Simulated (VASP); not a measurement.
Here is the system:

```
CELL_PARAMETERS angstrom
      3.89397     0.00000     0.00000
      0.00000     3.89397     0.00000
      0.00000     0.00000     8.48805
ATOMIC_POSITIONS crystal
  Hf 0.50000 0.00000 0.73863
  Hf 0.00000 0.50000 0.26137
  Sb 0.50000 0.00000 0.38107
  Sb 0.00000 0.50000 0.61893
  Sb 0.00000 0.00000 0.00000
  Pd 0.50000 0.50000 0.00000
```

Calculation: PBEsol GGA, VASP's PBE PAW potentials (set 64) (plane waves; VASP). Run with 400 eV cut-off, Gaussian smearing of 0.050 eV, potentials Hf_pv Sb Pd.

Give the energies of bands 13 to 26 at the high-symmetry points, in eV from the Fermi level.

| band | Γ | X | M | Z | R | A |
|---|---|---|---|---|---|---|
| 13 | -3.18 | -4.50 | -4.04 | -3.17 | -4.51 | -4.46 |
| 14 | -3.18 | -3.43 | -3.67 | -3.17 | -3.99 | -3.40 |
| 15 | -3.14 | -3.27 | -3.67 | -3.14 | -3.17 | -3.40 |
| 16 | -2.31 | -3.21 | -3.09 | -1.71 | -2.66 | -3.16 |
| 17 | -1.72 | -2.65 | -2.64 | -1.64 | -2.42 | -2.58 |
| 18 | -1.72 | -1.33 | -2.61 | -1.64 | -1.96 | -2.52 |
| 19 | -1.00 | -1.18 | -1.67 | -1.19 | -1.62 | -1.77 |
| 20 | -1.00 | -1.17 | -1.67 | -1.19 | -1.31 | -1.52 |
| 21 | -0.91 | -0.58 | -1.59 | -0.78 | -1.30 | -1.47 |
| 22 | -0.84 | -0.53 | -1.58 | -0.37 | 0.03 | -1.42 |
| 23 | 1.02 | 1.02 | -1.50 | -0.14 | 0.63 | -1.18 |
| 24 | 1.02 | 1.12 | -1.46 | 1.17 | 1.21 | -1.18 |
| 25 | 1.14 | 1.61 | 0.51 | 1.17 | 2.04 | 0.50 |
| 26 | 2.05 | 2.51 | 2.73 | 1.87 | 2.81 | 2.72 |

It has no gap at this level: it comes out as a metal or semimetal.

The structure comes from a computed database's Hf2Sb3Pd entry (P-4m2); how it stands against other phases isn't given here. It was relaxed first. The electron count is odd and the run is not spin-polarised, which forces a metal.
